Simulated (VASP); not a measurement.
Input:

```
BN
1.0
    1.30050    -2.25253     0.00000
    1.30050     2.25253     0.00000
    0.00000     0.00000     4.30440
B N
2 2
Direct
  0.66667   0.33333   0.50000
  0.33333   0.66667   0.00000
  0.66667   0.33333   0.87500
  0.33333   0.66667   0.37500
```

Method: PBE GGA, VASP's PBE PAW potentials (set 64) (plane waves; VASP 6.6.1). Run with LREAL = Auto, 520 eV cut-off, 9×9×5 Γ-centred mesh, Gaussian smearing of 0.050 eV, potentials B N.

Predict the energy per atom (σ→0), pressure, band gap (on the k-mesh) with the smallest direct gap where there is one.

| Item | Value |
|---|---|
| band gap (on the k-mesh) | 5.31 eV |
| smallest direct gap (on the k-mesh) | 7.95 eV |
| energy per atom (σ→0) | -8.689 eV/atom |
| pressure | -18.31 GPa |

The compound is BN in the wurtzite structure, a metastable high-pressure form. The cell was not relaxed at this level. The run is one of a series of settings (LREAL = Auto against the base run), some of them coarse on purpose.
